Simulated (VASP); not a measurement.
Output of a VASP run:

File OUTCAR:
```
 ion  position               nearest neighbor table
   1  0.000  0.000  0.000-   2 3.00   2 3.00   2 3.00   2 3.00   2 3.00   2 3.00
   2  0.500  0.500  0.500-   1 3.00   1 3.00   1 3.00   1 3.00   1 3.00   1 3.00
  LATTYP: Found a face centered cubic cell.
 ALAT       =     6.0049616738
 Subroutine PRICEL returns:
 Original cell was already a primitive cell.
 Subroutine GETGRP returns: Found 48 space group operations
The static configuration has the point symmetry O_h .
The dynamic configuration has the point symmetry O_h .
 Subroutine INISYM returns: Found 48 space group operations
 Subroutine IBZKPT returns following result:
 Found     20 irreducible k-points:

 Following reciprocal coordinates:
            Coordinates               Weight
  0.000000  0.000000  0.000000      1.000000
  0.142857  0.000000  0.000000      8.000000
  0.285714  0.000000  0.000000      8.000000
  0.428571  0.000000  0.000000      8.000000
  0.142857  0.142857  0.000000      6.000000
  0.285714  0.142857  0.000000     24.000000
  0.428571  0.142857  0.000000     24.000000
 -0.428571  0.142857  0.000000     24.000000
 -0.285714  0.142857  0.000000     24.000000
 -0.142857  0.142857  0.000000     12.000000
  0.285714  0.285714  0.000000      6.000000
  0.428571  0.285714  0.000000     24.000000
 -0.428571  0.285714  0.000000     24.000000
 -0.285714  0.285714  0.000000     12.000000
  0.428571  0.428571  0.000000      6.000000
 -0.428571  0.428571  0.000000     12.000000
  0.428571  0.285714  0.142857     24.000000
 -0.428571  0.285714  0.142857     48.000000
 -0.428571  0.428571  0.142857     24.000000
 -0.285714  0.428571  0.142857     24.000000
   k-points           NKPTS =     20   k-points in BZ     NKDIM =     20   number of bands    NBANDS=     14
   number of dos      NEDOS =    301   number of ions     NIONS =      2
   total plane-waves  NPLWV =  32768
   dimension x,y,z NGX =    32 NGY =   32 NGZ =   32
   dimension x,y,z NGXF=    64 NGYF=   64 NGZF=   64
   ions per type =               1   1
   PREC   = accura    normal or accurate (medium, high low for compatibility)
   ISTART =      0    job   : 0-new  1-cont  2-samecut
   ICHARG =      2    charge: 1-file 2-atom 10-const
   ISPIN  =      1    spin polarized calculation?
   LNONCOLLINEAR =      F non collinear calculations
   LSORBIT =      F    spin-orbit coupling
   INIWAV =      1    electr: 0-lowe 1-rand  2-diag
   ENCUT  =  520.0 eV  38.22 Ry    6.18 a.u.   7.90  7.90  7.90*2*pi/ulx,y,z
   NELM   =    100;   NELMIN=  2; NELMDL= -5     # of ELM steps
   EDIFF  = 0.1E-05   stopping-criterion for ELM
   LREAL  =      F    real-space projection
   NLSPLINE    = F    spline interpolate recip. space projectors
   LMAXMIX     =    4 max onsite mixed and CHGCAR
   VOSKOWN=      0    Vosko Wilk Nusair interpolation
   EDIFFG = 0.1E-04   stopping-criterion for IOM
   NSW    =      0    number of steps for IOM
   NBLOCK =      1;   KBLOCK =      1    inner block; outer block
   IBRION =     -1    ionic relax: 0-MD 1-quasi-New 2-CG
   NFREE  =      0    steps in history (QN), initial steepest desc. (CG)
   ISIF   =      2    stress and relaxation
   ISYM   =      2    0-nonsym 1-usesym 2-fastsym
   TEIN   =    0.0    initial temperature
   TEBEG  =    0.0;   TEEND  =   0.0 temperature during run
   SMASS  =  -3.00    Nose mass-parameter (am)
   PSTRESS=    0.0 pullay stress
   NELECT =      20.0000    total number of electrons
   EFERMI =   0.00;   METHOD = LEGACY
   ISMEAR =     0;   SIGMA  =   0.05  broadening in eV -4-tet -1-fermi 0-gaus
   IALGO  =     38    algorithm
   LDIAG  =      T    sub-space diagonalisation (order eigenvalues)
   IMIX   =      4    mixing-type and parameters
     AMIX     =   0.40;   BMIX     =  1.00
     AMIX_MAG =   1.60;   BMIX_MAG =  1.00
     AMIN     =   0.10
   GGA     = PE    functional components
   VOSKOWN =     0    Vosko Wilk Nusair interpolation
   LHFCALC =     F    Hartree Fock is set to
   LHFONE  =     F    Hartree Fock one center treatment
...
```

### OSZICAR
```
       N       E                     dE             d eps       ncg     rms          rms(c)
DAV:   1     0.156848406512E+03    0.15685E+03   -0.98451E+03   560   0.147E+03
DAV:   2     0.298050499241E+01   -0.15387E+03   -0.15014E+03   572   0.352E+02
DAV:   3    -0.898948170088E+01   -0.11970E+02   -0.11890E+02   728   0.104E+02
DAV:   4    -0.927585162178E+01   -0.28637E+00   -0.28618E+00   642   0.195E+01
DAV:   5    -0.928662418600E+01   -0.10773E-01   -0.10772E-01   802   0.332E+00    0.437E+00
DAV:   6    -0.876585458991E+01    0.52077E+00   -0.16345E+00   806   0.976E+00    0.311E+00
DAV:   7    -0.876766287076E+01   -0.18083E-02   -0.15193E-01   584   0.221E+00    0.183E+00
DAV:   8    -0.877141799633E+01   -0.37551E-02   -0.17310E-02   620   0.165E+00    0.315E-01
DAV:   9    -0.877091814960E+01    0.49985E-03   -0.35909E-03   838   0.593E-01    0.952E-02
DAV:  10    -0.877114164165E+01   -0.22349E-03   -0.39344E-04   590   0.130E-01    0.569E-02
DAV:  11    -0.877114848370E+01   -0.68420E-05   -0.60461E-05   668   0.956E-02    0.119E-02
DAV:  12    -0.877114958842E+01   -0.11047E-05   -0.40746E-06   704   0.227E-02    0.388E-03
DAV:  13    -0.877114957623E+01    0.12196E-07   -0.17965E-07   358   0.529E-03
   1 F= -.87711496E+01 E0= -.87711496E+01  d E =-.252205E-17
```

File OUTCAR:
```
------------------------ aborting loop because EDIFF is reached ----------------------------------------
  FORCE on cell =-STRESS in cart. coord.  units (eV):
  Direction    XX          YY          ZZ          XY          YZ          ZX
  --------------------------------------------------------------------------------------
  Total        0.0008966      0.0008966      0.0008966      0.0000000      0.0000000      0.0000000
  in kB        0.0265363      0.0265363      0.0265363      0.0000000      0.0000000      0.0000000
  external PRESSURE =       0.0265363 kB  Pullay stress =       0.0000000 kB
  volume of cell :       54.13
      direct lattice vectors                 reciprocal lattice vectors
     0.000000000  3.002480837  3.002480837    -0.166528956  0.166528956  0.166528956
     3.002480837  0.000000000  3.002480837     0.166528956 -0.166528956  0.166528956
     3.002480837  3.002480837  0.000000000     0.166528956  0.166528956 -0.166528956
  FREE ENERGIE OF THE ION-ELECTRON SYSTEM (eV)
  ---------------------------------------------------
  free  energy   TOTEN  =        -8.7711495762 eV

  energy  without entropy=       -8.7711495762  energy(sigma->0) =       -8.77114958
```
(Selected blocks of OUTCAR.)

**POSCAR**
```
PbS
1
    0.0000000000     3.0024808369     3.0024808369
    3.0024808369     0.0000000000     3.0024808369
    3.0024808369     3.0024808369     0.0000000000
Pb S
1 1
Direct
  0.0000000000   0.0000000000   0.0000000000
  0.5000000000   0.5000000000   0.5000000000
```

**Question.** Reconstruct the remaining input files.

**Answer.** Several could match; the one computed here: the input of the run itself, PBE GGA, plane waves, VASP's PBE PAW potentials (set 64).

**KPOINTS**
```
Automatic mesh
0
Gamma
7 7 7
0 0 0
```

### INCAR
```
ALGO=Normal
EDIFF=1E-6
ENCUT=520
GGA=PE
ISMEAR=0
LASPH=.TRUE.
LCHARG=.TRUE.
LMAXMIX=4
LREAL=.FALSE.
LWAVE=.FALSE.
NELM=100
PREC=Accurate
SIGMA=0.05
SYSTEM=PbS
```

POTCAR, in this order: Pb_d S (PBE.64 set). Program: vasp_std.

The compound is PbS in the rock salt structure. It was relaxed first.
